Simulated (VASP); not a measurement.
All values below come from PBEsol GGA, VASP's PBE PAW potentials (set 64) (plane waves; VASP).

A VASP calculation is set up with these files.

POSCAR:
```
C
1
    1.2070195160    -2.0906179323    -0.0000000000
    1.2070195160     2.0906179323    -0.0000000000
    0.0000000000     0.0000000000     5.3087033518
C
4
Direct
  0.0000000000   0.0000000000   0.2500000000
  0.0000000000   0.0000000000   0.7500000000
  0.3333330000   0.6666670000   0.2500000000
  0.6666670000   0.3333330000   0.7500000000
```

**INCAR**
```
# general
SYSTEM  = C
PREC    = Accurate
ENCUT   = 620   # plane-wave cut-off (eV)
LREAL   = .FALSE.   # projection in real space or not
LASPH   = .TRUE.

# electronic loop
EDIFF   = 1E-6
NELM    = 100   # most electronic steps
ALGO    = Normal

# smearing
ISMEAR  = 0   # Gaussian
SIGMA   = 0.05   # width (eV)

# functional
GGA     = PS   # PBEsol

# ions
IBRION  = 2   # conjugate gradients
NSW     = 40
ISIF    = 3
EDIFFG  = -0.02   # ionic stop
PSTRESS = 300

# output
LWAVE   = .FALSE.
LCHARG  = .FALSE.
```

### KPOINTS
```
Automatic mesh
0
Gamma
10 10 4
0 0 0
```

POTCAR, in this order: C (PBE.64 set). Program: vasp_std.

The run wrote:

**OSZICAR**
```
       N       E                     dE             d eps       ncg     rms          rms(c)
DAV:   1     0.407361148469E+02    0.40736E+02   -0.97845E+03  1016   0.148E+03
DAV:   2    -0.375194911020E+02   -0.78256E+02   -0.71420E+02  1396   0.244E+02
DAV:   3    -0.405222612341E+02   -0.30028E+01   -0.29816E+01  1292   0.462E+01
DAV:   4    -0.405511610733E+02   -0.28900E-01   -0.28837E-01  1232   0.508E+00
DAV:   5    -0.405516754086E+02   -0.51434E-03   -0.51417E-03  1256   0.622E-01    0.970E+00
DAV:   6    -0.386101169884E+02    0.19416E+01   -0.18413E+00  1132   0.994E+00    0.564E+00
DAV:   7    -0.380082034516E+02    0.60191E+00   -0.18413E+00  1172   0.101E+01    0.143E+00
DAV:   8    -0.380090611998E+02   -0.85775E-03   -0.37114E-02  1172   0.146E+00    0.787E-02
DAV:   9    -0.380090628822E+02   -0.16824E-05   -0.51254E-04  1256   0.206E-01    0.450E-02
DAV:  10    -0.380090896941E+02   -0.26812E-04   -0.35514E-05  1204   0.515E-02    0.126E-02
DAV:  11    -0.380090911655E+02   -0.14714E-05   -0.57601E-06  1256   0.232E-02    0.158E-03
DAV:  12    -0.380090912094E+02   -0.43995E-07   -0.10315E-07   756   0.319E-03
   1 F= -.32992392E+02 E0= -.32992096E+02  d E =-.329924E+02
```

OUTCAR:
```
------------------------ aborting loop because EDIFF is reached ----------------------------------------
  FORCE on cell =-STRESS in cart. coord.  units (eV):
  Direction    XX          YY          ZZ          XY          YZ          ZX
  --------------------------------------------------------------------------------------
  Total        5.0774105      5.0774047      4.9532760     -0.0000000      0.0000000      0.0000000
  in kB      303.6305338    303.6301866    296.2072574     -0.0000000      0.0000000      0.0000000
  external PRESSURE =       1.1559926 kB  Pullay stress =     300.0000000 kB
  volume of cell :       26.79
      direct lattice vectors                 reciprocal lattice vectors
     1.207019516 -2.090617932  0.000000000     0.414243509 -0.239163738  0.000000000
     1.207019516  2.090617932  0.000000000     0.414243509  0.239163738  0.000000000
     0.000000000  0.000000000  5.308703352     0.000000000  0.000000000  0.188369915
 POSITION                                       TOTAL-FORCE (eV/Angst)
 -----------------------------------------------------------------------------------
      0.00000      0.00000      1.32718         0.000000     -0.000000     -0.000000
      0.00000      0.00000      3.98153         0.000000      0.000000     -0.000000
      1.20702      0.69687      1.32718        -0.000000      0.000000      0.000000
      1.20702     -0.69687      3.98153         0.000000     -0.000000      0.000000
 -----------------------------------------------------------------------------------
    total drift:                                0.000000     -0.000000      0.000000
  FREE ENERGIE OF THE ION-ELECTRON SYSTEM (eV)
  ---------------------------------------------------
  free  energy   TOTEN  =       -38.0090912094 eV

  energy  without entropy=      -38.0084996935  energy(sigma->0) =      -38.00879545
  enthalpy is  TOTEN    =       -32.9923916909 eV   P V=        5.0166995186

 reached required accuracy - stopping structural energy minimisation
```
(Selected blocks of OUTCAR.)

Without a dispersion term in the relaxation, distances and binding between the weakly bound layers, chains or molecules are unreliable, and so is what depends on them.

The compound is C in the graphite structure. It was relaxed first under an external pressure of 30 GPa.
